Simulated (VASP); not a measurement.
Consider the following.

```
CELL_PARAMETERS angstrom
      0.00000     2.77965     2.77965
      2.77965     0.00000     2.77965
      2.77965     2.77965     0.00000
ATOMIC_POSITIONS crystal
  Tl 0.00000 0.00000 0.00000
  F  0.50000 0.50000 0.50000
```

Level of theory: r2SCAN meta-GGA, VASP's PBE PAW potentials (set 64) (plane waves; VASP). Run with 520 eV cut-off, 9×9×9 Γ-centred mesh, tetrahedra with Blöchl corrections, potentials Tl_d F.

Unless said otherwise, spin-orbit coupling is left out, though it shifts the bands of the heavy elements here.

Q: Give the energies of bands 7 to 13 at the high-symmetry points, in eV from the valence-band maximum.

A: 
| band | Γ | X | U | L | W |
|---|---|---|---|---|---|
| 7 | -4.88 | -3.74 | -4.09 | -5.16 | -3.85 |
| 8 | -2.70 | -3.03 | -3.50 | -2.44 | -3.34 |
| 9 | -2.70 | -3.03 | -2.78 | -2.44 | -3.34 |
| 10 | -2.70 | -2.40 | -1.07 | 0.00 | -0.86 |
| 11 | 10.44 | 4.27 | 4.67 | 2.36 | 5.13 |
| 12 | 10.44 | 7.61 | 5.02 | 7.98 | 5.13 |
| 13 | 10.44 | 7.61 | 7.66 | 7.98 | 6.22 |

The gap is direct, 2.36 eV, from the valence maximum at L to the conduction minimum at L.

The structure was generated: TlF was put into the rock salt type (Fm-3m), which need not be its known phase. It was relaxed first, which changed the volume by +107 %.
